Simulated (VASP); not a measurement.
VASP input:

KPOINTS:
```
Automatic mesh
0
Gamma
8 8 8
0 0 0
```

INCAR:
```
! general
SYSTEM  = MgTe
PREC    = Accurate
ENCUT   = 480
LREAL   = .FALSE.
LASPH   = .TRUE.

! electronic loop
EDIFF   = 1E-7
NELM    = 100
ALGO    = Normal
LMAXMIX = 4

! smearing
ISMEAR  = 0
SIGMA   = 0.05

! functional
GGA     = PS

! ions
IBRION  = 2
NSW     = 40
ISIF    = 3
EDIFFG  = -0.01
PSTRESS = 10

! output
LWAVE   = .FALSE.
LCHARG  = .FALSE.
```

File POSCAR:
```
MgTe
1.0
  0.0000000000   3.1926641231   3.1926641231
  3.1926641231   0.0000000000   3.1926641231
  3.1926641231   3.1926641231   0.0000000000
Mg Te
1 1
Cart
  0.0000000000   0.0000000000   0.0000000000
  1.5963320616   1.5963320616   1.5963320616
```

POTCAR, in this order: Mg Te (PBE.64 set). Program: vasp_std.

Task: Write an equivalent input for Quantum ESPRESSO's pw.x.

Result: One equivalent input (not run):
```
&CONTROL
  calculation = 'vc-relax'
  pseudo_dir = './pseudo'
  outdir = './out'
  tprnfor = .true.
  tstress = .true.
  nstep = 40
  forc_conv_thr = 0.00039
/
&SYSTEM
  ibrav = 0
  nat = 2
  ntyp = 2
  ecutwfc = 84
  occupations = 'smearing'
  smearing = 'gaussian'
  degauss = 0.003675
  input_dft = 'pbesol'
/
&ELECTRONS
  conv_thr = 7.3e-09
  electron_maxstep = 100
/
&IONS
/
&CELL
  press = 10
/
ATOMIC_SPECIES
  Mg 24.305 Mg.upf
  Te 127.600 Te.upf
CELL_PARAMETERS angstrom
    -0.0000000    3.1926641    3.1926641
     3.1926641   -0.0000000    3.1926641
     3.1926641    3.1926641    0.0000000
ATOMIC_POSITIONS crystal
  Mg   0.0000000  0.0000000  0.0000000
  Te   0.2500000  0.2500000  0.2500000
K_POINTS automatic
  8 8 8 0 0 0
```
The two are equivalent in intent, not identical: the potentials are each code's own (VASP's PAW set, PseudoDojo norm-conserving files in pw.x), so ENCUT and ecutwfc are chosen apart and not converted; conv_thr bounds pw.x's estimated SCF error, while EDIFF bounds the energy change between steps; forc_conv_thr acts on force components and is met together with etot_conv_thr.

The compound is MgTe in the zinc blende structure, whereas wurtzite is the usual form. It was relaxed first under an external pressure of 1 GPa.
